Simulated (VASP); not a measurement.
# Zone-centre spectra of AlN

Aim: the Raman spectrum of AlN from finite differences. The cell is of the zinc-blende type, one of the forms listed for this formula. The start is a computed cell from the Materials Project.

Program: VASP 6.6.1. Level of theory: LDA; plane waves and PAW (Al, N), in the first sound run; inputs show where later runs differ. Results are calculated unless marked as measured.

This is a report of a sequence of runs, with most program output left out.

### 1. Starting point

It takes space group F-43m (No. 216, cubic). The conventional cell has a = 4.368 Å, b = 4.368 Å, c = 4.368 Å, α = 90.00°, β = 90.00°, γ = 90.00°. Nearest to Al lie 4 N at 1.89 Å. Nearest to N lie 4 Al at 1.89 Å. Farther neighbours and most contacts between anions are not listed.

Coordinates:

```xyz
2
Lattice="0.0000 2.1840 2.1840 2.1840 0.0000 2.1840 2.1840 2.1840 0.0000" Properties=species:S:1:pos:R:3 pbc="T T T"
Al    0.0000    0.0000    0.0000
N     1.0920    1.0920    1.0920
```

### 2. Relaxation

Residual forces or stress would enter what follows, so a relaxation comes first. The thresholds are tight because second derivatives come next.

INCAR reads:

```
SYSTEM = AlN
PREC = Accurate
ENCUT = 520
EDIFF = 1E-08
NELM = 100
ISMEAR = 0
SIGMA = 0.01
LREAL = .FALSE.
ALGO = Normal
GGA = CA
NBANDS = 10
LWAVE = .FALSE.
LCHARG = .FALSE.
KPAR = 2
IBRION = 2
NSW = 60
ISIF = 3
EDIFFG = -0.001
```

POSCAR reads:

```
AlN
1.0
    0.0000000000      2.1839935596      2.1839935596
    2.1839935596      0.0000000000      2.1839935596
    2.1839935596      2.1839935596      0.0000000000
Al N
1 1
Direct
    0.0000000000      0.0000000000      0.0000000000
    0.2500000000      0.2500000000      0.2500000000
```

KPOINTS reads:

```
Automatic mesh
0
Gamma
10 10 10
0 0 0
```

Potentials, in the order of the species: Al and N (PBE family, release 64).

On the command line:

```sh
> mpirun -np 2 vasp_std
```

It took 3.6 s on 2 MPI ranks of Intel Xeon 6975P-C (Granite Rapids), shared host; peak memory 0.24 GiB.

The PAW data sets were made with PBE, though LDA sets exist; this is a small mismatch. The run keeps the 24 symmetry operations of its start, so it cannot find a distortion of lower symmetry.

The steps of the relaxation:

```
step  energy less that of the first step (eV)  largest force (eV/Å)  pressure (GPa)  volume (Å³)
   1                                   0.0000                0.0000           -2.44        20.83
   2                                  -0.0002                0.0000            2.41        20.36
   3                                  -0.0019                0.0000           -0.01        20.59
```

```
conventional cell, symmetrised  before  after  change
                         a (Å)   4.368  4.351  -0.4 %
                         b (Å)   4.368  4.351  -0.4 %
                         c (Å)   4.368  4.351  -0.4 %
              volume (Å³/atom)   10.42  10.29  -1.2 %
```

Final coordinates:

```
Al N
1.0
     0.00000    2.17541    2.17541
     2.17541    0.00000    2.17541
     2.17541    2.17541    0.00000
Al N
1 1
Direct
  0.00000 0.00000 0.00000
  0.25000 0.25000 0.25000
```

This step gave:

- free energy (TOTEN): -16.36 eV
- Fermi energy: 5.878 eV
- pressure: -0.007865 GPa

The forces stay under 1e-4 eV/Å, and the volume now lies -1.2 % from that of the session's start.

### 3. Relaxation

The volume changed, so the plane-wave basis no longer fits the cell; a second relaxation starts from a basis rebuilt for the new cell, with the mesh that the input shows.

INCAR is that of step 2.

POSCAR reads:

```
AlN
1.0
    0.0000000000      2.1754113981      2.1754113981
    2.1754113981      0.0000000000      2.1754113981
    2.1754113981      2.1754113981      0.0000000000
Al N
1 1
Direct
    0.0000000000      0.0000000000      0.0000000000
    0.2500000000      0.2500000000      0.2500000000
```

KPOINTS is that of step 2.

On the command line:

```sh
> mpirun -np 2 vasp_std
```

Wall time 2 s (2 MPI ranks); peak memory 0.22 GiB; 3.1 s of CPU time.

Little changed from the start: no atom moved by 0.005 Å and no cell edge by 0.1 %.

Numbers from this step:

| Item | Value |
| --- | --- |
| pressure | -0.002652 GPa |

The forces stay under 1e-4 eV/Å, and the volume now lies -1.2 % from that of the session's start.

### 4. Modes at the zone centre

IBRION = 8 with LEPSILON gives the zone-centre modes, the Born charges and the dielectric tensor by perturbation theory.

INCAR, as its differences from that of step 3:

```diff
@@ -14,5 +14,4 @@
 KPAR = 2
-IBRION = 2
-NSW = 60
-ISIF = 3
-EDIFFG = -0.001
+LEPSILON = .TRUE.
+IBRION = 8
+NSW = 1
```

POSCAR is that of step 3.

KPOINTS is that of step 3.

On the command line:

```sh
> mpirun -np 2 vasp_std
```

The job ended after 30 s (2 MPI ranks; peak memory 0.39 GiB; 57 s of CPU time).

The gap is read on the k-mesh alone, so it is an upper bound where the band edges lie off the mesh. Energies printed during the response cycles are not total energies of the cell.

Numbers from this step:

| Quantity | Value |
| --- | --- |
| pressure of the cell | -0.002652 GPa |
| largest force of the cell | 0 eV/Å |
| gap on the k-mesh | 3.228 eV |
| least direct gap on the k-mesh | 4.337 eV |

Electronic dielectric tensor with local fields:

```
4.55 0.00 0.00
0.00 4.55 0.00
0.00 0.00 4.55
```

Ionic part of the static dielectric tensor:

```
3.73 0.00 0.00
0.00 3.73 0.00
0.00 0.00 3.73
```

Born effective charge (e), principal values of the symmetric part by kind of site:

```
atom  atoms with these values    low  middle   high   mean
 Al1                        1   2.53    2.53   2.53   2.53
  N2                        1  -2.53   -2.53  -2.53  -2.53
```

In full for N2:

```
-2.53  0.00  0.00
 0.00 -2.53  0.00
 0.00  0.00 -2.53
```

Infrared lines, with heights relative to the strongest:

```
position (cm⁻¹)  lines merged  squared mode dipole, relative
            667             3                            100
```

Transverse limit, no LO-TO splitting. Modes at Γ, with each element's share of the kinetic energy:

```
mode  frequency (cm⁻¹)  symmetry      IR  Al %  N %
   1               0.0  acoustic  8.9e-9    66   34
   2               0.0  acoustic  8.8e-9    66   34
   3               0.0  acoustic  8.9e-9    66   34
   4             666.8        T2    0.69    34   66
   5             666.8        T2    0.69    34   66
   6             666.8        T2    0.69    34   66
```

Displacements in mode 6 (666.8 cm⁻¹), the largest set to 1:
```
Al1  0.00  0.52  0.00
N2   0.00 -1.00  0.00
```

Piezoelectric tensor, ionic part (C/m²), by row:

```
field  xx  yy  zz     xy     yz     zx
    x   0   0   0      0  1.205      0
    y   0   0   0      0      0  1.205
    z   0   0   0  1.205      0      0
```

Piezoelectric tensor with clamped ions (C/m²), by row:

```
field  xx  yy  zz      xy      yz      zx
    x   0   0   0       0  -0.601       0
    y   0   0   0       0       0  -0.601
    z   0   0   0  -0.601       0       0
```

The mean electronic (clamped-ion) dielectric constant is 4.55. The three acoustic modes come out within 0.011 cm⁻¹ of zero.

### 5. Dielectric tensor along a mode, amplitude 0.05

This step: LDA, displaced atoms; plane waves and PAW (Al, N) (VASP 6.6.1).

The atoms are moved both ways along each mode that the steps below name, by 0.05 amu^½ Å of its normal coordinate; the derivative of the dielectric tensor, times V/4π, is the Raman tensor. Where modes are degenerate one is taken, since partners share the powder averages.

INCAR, as its differences from that of step 4:

```diff
@@ -15,3 +15 @@
 LEPSILON = .TRUE.
-IBRION = 8
-NSW = 1
```

POSCAR reads:

```
AlN
1.0
    0.0000000000      2.1754113981      2.1754113981
    2.1754113981      0.0000000000      2.1754113981
    2.1754113981      2.1754113981      0.0000000000
Al N
1 1
Direct
    0.0012931194     -0.0012931194      0.0012931194
    0.2475084868      0.2524915132      0.2475084868
```

KPOINTS is that of step 4.

On the command line:

```sh
> mpirun -np 2 vasp_std
```

Elapsed: 49 s, on 2 MPI ranks; peak memory 0.69 GiB.

This step gave:

```
Fermi energy                   : 6.004 eV
pressure                       : 0.03322 GPa
gap on the k-mesh              : 3.185 eV
least direct gap on the k-mesh : 4.293 eV
```

Electronic dielectric tensor with local fields:

```
 4.55  0.00 -0.02
 0.00  4.55  0.00
-0.02  0.00  4.55
```

Born effective charge (e), principal values of the symmetric part by kind of site:

```
atom  atoms with these values    low  middle   high   mean
 Al1                        1   2.53    2.53   2.53   2.53
  N2                        1  -2.53   -2.53  -2.53  -2.53
```

In full for Al1:

```
2.53 0.00 0.00
0.00 2.53 0.00
0.00 0.00 2.53
```

Piezoelectric tensor with clamped ions (C/m²), by row:

```
field        xx       yy        zz       xy       yz       zx
    x         0        0         0   0.0073  -0.6012        0
    y  -4.20e-4  0.00837  -4.20e-4        0        0  -0.6008
    z         0        0         0  -0.6012   0.0073        0
```

The principal values of the electronic dielectric tensor with local fields are 4.53, 4.55 and 4.56. Mean Born effective charge: Al1 2.53, N2 -2.53 e.

### 6. Dielectric tensor along a mode, amplitude -0.05

The same response, for the next move.

INCAR is that of step 5.

POSCAR reads:

```
AlN
1.0
    0.0000000000      2.1754113981      2.1754113981
    2.1754113981      0.0000000000      2.1754113981
    2.1754113981      2.1754113981      0.0000000000
Al N
1 1
Direct
   -0.0012931194      0.0012931194     -0.0012931194
    0.2524915132      0.2475084868      0.2524915132
```

KPOINTS is that of step 5.

On the command line:

```sh
> mpirun -np 2 vasp_std
```

Elapsed: 52 s, on 2 MPI ranks; peak memory 0.7 GiB.

This step gave:

| Quantity | Value |
| --- | --- |
| Fermi energy | 6.003 eV |

Between the two moves along the mode at 667 cm⁻¹ the tensors differ most in xz: forward less backward gives -0.0318.

### 7. Summary

This step: Raman activities from finite differences of the dielectric tensor, LDA; plane waves and PAW (VASP 6.6.1).

Derived from the runs above.

Lines of the Raman spectrum (strongest = 100):

```
position (cm⁻¹)  lines merged  powder activity 45 a^2 + 7 b^2, relative
            667             3                                       100
```

Off resonance, transverse modes. Raman, by row:

```
frequency (cm⁻¹)  mean derivative a (Å²/amu^0.5)  anisotropy b² (Å^4/amu)  activity (Å^4/amu)  infrared strength (e²/amu)
           666.8                         6.55e-5                   0.8131               5.691                      0.6946
           666.8                         6.55e-5                   0.8131               5.691                      0.6946
           666.8                         6.55e-5                   0.8131               5.691                      0.6946
```

### 8. Summary of results

```yaml
raman_lines_above_2_of_the_strongest: 666.8 cm⁻¹
```

In words: With degenerate and close partners summed, the strongest Raman line lies at 666.8 cm⁻¹. Summed alike, the strongest infrared line lies at 666.8 cm⁻¹. Without a centre of inversion, modes can be both Raman and infrared active; their longitudinal partners appear in a spectrum too. With one polar mode the Lyddane-Sachs-Teller relation puts the longitudinal line at 900 cm⁻¹. Activities are off resonance and without the thermal factor, and their mesh wasn't tested for convergence. Not tabulated here, as repeats of values shown or as unfit to read for their mesh, reference level or band range: gaps (relaxation).

[Lines on the potential files, build, host, timing and source positions are cut from VASP's logs without a mark.]

[Logs are printed without paths, hosts, clocks, repeated set-up lines and the standing remarks that a program may print on its own settings, such as how far it seeks lower states.]

[Hosts, paths, dates, database ids (printed as entryN), source tags and the programs' standing remarks are cut or masked in the printed files.]
